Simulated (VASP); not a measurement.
Given:

```xyz
3
Lattice="1.6968 0.9796 6.3351 -1.6968 0.9796 6.3351 0.0000 -1.9593 6.3351" Properties=species:S:1:pos:R:3 pbc="T T T"
Ta     0.0000     0.0000     0.0000
Se     0.0000     0.0000     4.6711
Se     0.0000     0.0000    14.3343
```

Level of theory: LDA (Ceperley-Alder, Perdew-Zunger), VASP's LDA PAW potentials (set 64) (plane waves; VASP). Numerical set-up: 400 eV cut-off, Gaussian smearing of 0.050 eV, potentials Ta_pv Se.

Give the energies of bands 6 to 14 at the high-symmetry points, in eV from the Fermi level.

| band | Γ | T | H2 | L | S0 | F |
|---|---|---|---|---|---|---|
| 6 | -6.85 | -5.52 | -5.44 | -6.44 | -5.42 | -6.74 |
| 7 | -2.95 | -3.71 | -5.16 | -4.90 | -5.10 | -5.00 |
| 8 | -2.95 | -2.91 | -4.73 | -4.61 | -4.83 | -3.67 |
| 9 | -0.99 | -2.91 | -4.04 | -3.28 | -3.96 | -3.12 |
| 10 | -0.36 | 0.14 | -3.21 | -2.56 | -3.31 | -2.47 |
| 11 | 0.31 | 0.14 | -2.77 | -1.08 | -2.79 | -1.46 |
| 12 | 0.31 | 0.34 | 1.06 | -1.01 | 1.08 | -1.45 |
| 13 | 0.33 | 0.34 | 1.48 | 2.57 | 1.73 | 2.57 |
| 14 | 0.33 | 0.71 | 2.02 | 3.19 | 1.78 | 2.87 |

It has no gap at this level: it comes out as a metal or semimetal.

The structure comes from a computed database's TaSe2 entry (R-3m); how it stands against other phases isn't given here. It was relaxed first, which changed the volume by -11 %. The electron count is odd and the run is not spin-polarised, which forces a metal.
